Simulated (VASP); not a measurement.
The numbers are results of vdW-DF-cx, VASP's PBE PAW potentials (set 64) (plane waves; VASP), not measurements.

Input for VASP

File POSCAR:
```
NiSb
1
    1.9841804240    -3.4367014703     0.0000000000
    1.9841804240     3.4367014703     0.0000000000
    0.0000000000     0.0000000000     5.1612091658
Ni Sb
2 2
Direct
  1.0000000000   0.0000000000   0.5000000000
  1.0000000000   0.0000000000   0.0000000000
  0.3333330000   0.6666670000   0.2500000000
  0.6666670000   0.3333330000   0.7500000000
```

### INCAR
```
! general
SYSTEM   = NiSb
PREC     = Accurate
ENCUT    = 520
LREAL    = .False.
LASPH    = .True.

! electronic loop
EDIFF    = 1E-7
NELM     = 100
ALGO     = Normal
LMAXMIX  = 4

! smearing
ISMEAR   = 1
SIGMA    = 0.1

! functional
GGA      = CX
LUSE_VDW = .True.
AGGAC    = 0.0

! ions
IBRION   = 2
NSW      = 30
ISIF     = 4
EDIFFG   = -0.01

! output
LWAVE    = .False.
LCHARG   = .False.
```

File KPOINTS:
```
Regular mesh
0
G
  9 9 6
0 0 0
```

POTCAR, in this order: Ni Sb (PBE.64 set). Program: vasp_std.

Output

OSZICAR:
```
       N       E                     dE             d eps       ncg     rms          rms(c)
DAV:   1     0.176436775118E+03    0.17644E+03   -0.12490E+04  1824   0.161E+03
DAV:   2    -0.407542212908E+01   -0.18051E+03   -0.17587E+03  1833   0.320E+02
DAV:   3    -0.131396594520E+02   -0.90642E+01   -0.87487E+01  2111   0.879E+01
DAV:   4    -0.134022416548E+02   -0.26258E+00   -0.26104E+00  1998   0.139E+01
DAV:   5    -0.134109565505E+02   -0.87149E-02   -0.87112E-02  2231   0.272E+00    0.132E+01
DAV:   6    -0.163470597166E+02   -0.29361E+01   -0.37731E+01  1991   0.111E+02    0.179E+01
DAV:   7    -0.119664967574E+02    0.43806E+01   -0.13936E+01  1991   0.775E+01    0.371E+00
DAV:   8    -0.120162027751E+02   -0.49706E-01   -0.16695E+00  2482   0.119E+01    0.264E+00
DAV:   9    -0.119578972565E+02    0.58306E-01   -0.26898E-01  2037   0.866E+00    0.600E-01
DAV:  10    -0.119584534445E+02   -0.55619E-03   -0.74483E-03  1973   0.896E-01    0.478E-01
DAV:  11    -0.119580409706E+02    0.41247E-03   -0.70030E-04  2043   0.238E-01    0.136E-01
DAV:  12    -0.119578692813E+02    0.17169E-03   -0.51982E-04  2577   0.382E-01    0.379E-02
DAV:  13    -0.119578732140E+02   -0.39327E-05   -0.58223E-05  1953   0.583E-02    0.288E-02
DAV:  14    -0.119578730173E+02    0.19668E-06   -0.19944E-06  2307   0.127E-02    0.635E-03
DAV:  15    -0.119578730421E+02   -0.24750E-07   -0.30641E-07  1709   0.494E-03
   1 F= -.11957873E+02 E0= -.11957502E+02  d E =-.119579E+02
       N       E                     dE             d eps       ncg     rms          rms(c)
DAV:   1    -0.119581147390E+02   -0.24172E-03   -0.58762E-03  1902   0.620E-01    0.955E-02
DAV:   2    -0.119580136598E+02    0.10108E-03   -0.35742E-04  2379   0.341E-01    0.706E-02
DAV:   3    -0.119579815109E+02    0.32149E-04   -0.38156E-04  2010   0.374E-01    0.548E-02
DAV:   4    -0.119579362644E+02    0.45246E-04   -0.94422E-05  2339   0.171E-01    0.615E-03
DAV:   5    -0.119579365908E+02   -0.32636E-06   -0.10552E-05  1958   0.422E-02    0.368E-03
DAV:   6    -0.119579364949E+02    0.95942E-07   -0.44740E-07  1945   0.974E-03
   2 F= -.11957936E+02 E0= -.11957567E+02  d E =-.634528E-04
```

**OUTCAR**
```
------------------------ aborting loop because EDIFF is reached ----------------------------------------
  FORCE on cell =-STRESS in cart. coord.  units (eV):
  Direction    XX          YY          ZZ          XY          YZ          ZX
  --------------------------------------------------------------------------------------
  Total       -1.6020144     -1.6020145     -1.6537311      0.0000000     -0.0000000      0.0000000
  in kB      -36.4646939    -36.4646973    -37.6418587      0.0000000     -0.0000000      0.0000000
  external PRESSURE =     -36.8570833 kB  Pullay stress =       0.0000000 kB
  volume of cell :       70.39
      direct lattice vectors                 reciprocal lattice vectors
     1.985098993 -3.438292472  0.000000000     0.251876608 -0.145421020  0.000000000
     1.985098993  3.438292472  0.000000000     0.251876608  0.145421020  0.000000000
     0.000000000  0.000000000  5.156433768    -0.000000000 -0.000000000  0.193932482
 POSITION                                       TOTAL-FORCE (eV/Angst)
 -----------------------------------------------------------------------------------
      3.97020      0.00000      2.57822        -0.000000     -0.000000      0.000000
      3.97020      0.00000      0.00000        -0.000000     -0.000000      0.000000
      1.98510      1.14610      1.28911        -0.000000     -0.000000     -0.000000
      1.98510     -1.14610      3.86733         0.000000      0.000000      0.000000
 -----------------------------------------------------------------------------------
    total drift:                                0.000000      0.000000     -0.000000
  FREE ENERGIE OF THE ION-ELECTRON SYSTEM (eV)
  ---------------------------------------------------
  free  energy   TOTEN  =       -11.9579364949 eV

  energy  without entropy=      -11.9568273136  energy(sigma->0) =      -11.95756677

 reached required accuracy - stopping structural energy minimisation
```
(Selected blocks of OUTCAR.)

CONTCAR:
```
NiSb
   1.00000000000000
     1.9850989926757574   -3.4382924718037016    0.0000000000000000
     1.9850989926757574    3.4382924718037016    0.0000000000000000
     0.0000000000000000    0.0000000000000000    5.1564337677117376
  Ni              Sb
     2     2
Direct
     1.0000000000000000    1.0000000000000000    0.5000000000000000
     1.0000000000000000    1.0000000000000000    0.0000000000000000
     0.3333330000000032    0.6666669999999968    0.2500000000000000
     0.6666669999999968    0.3333330000000032    0.7500000000000000
```

The compound is NiSb in the NiAs type structure. This cell is one point of a volume scan, at 1.03 of the reference volume. Symmetry was kept, so distortions that lower it aren't found. The run is not spin-polarised, so no magnetic state was tried.
